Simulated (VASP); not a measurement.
```
CELL_PARAMETERS angstrom
      0.00000     1.90003     1.90003
      1.90003     0.00000     1.90003
      1.90003     1.90003     0.00000
ATOMIC_POSITIONS crystal
  Al 0.00000 0.00000 0.00000
```

These are PBEsol GGA, VASP's PBE PAW potentials (set 64) (plane waves; VASP) values and carry that method's errors. Settings: 500 eV cut-off, 16×16×16 Γ-centred mesh, first-order Methfessel-Paxton smearing of 0.10 eV, potentials Al.

Question: Predict the energy per atom (σ→0), pressure, band gap (on the k-mesh) with the smallest direct gap where there is one.

Answer: 
```
Item                                                         Value
------------------------  ----------------------------------------
band gap (on the k-mesh)  none (metal, semimetal or under 0.01 eV)
energy per atom (σ→0)                               -3.966 eV/atom
pressure                                                 19.88 GPa
```

Total energies compare only between runs with the same potentials, cut-off and functional.

The compound is Al in the fcc structure. It was relaxed first under an external pressure of 20 GPa.
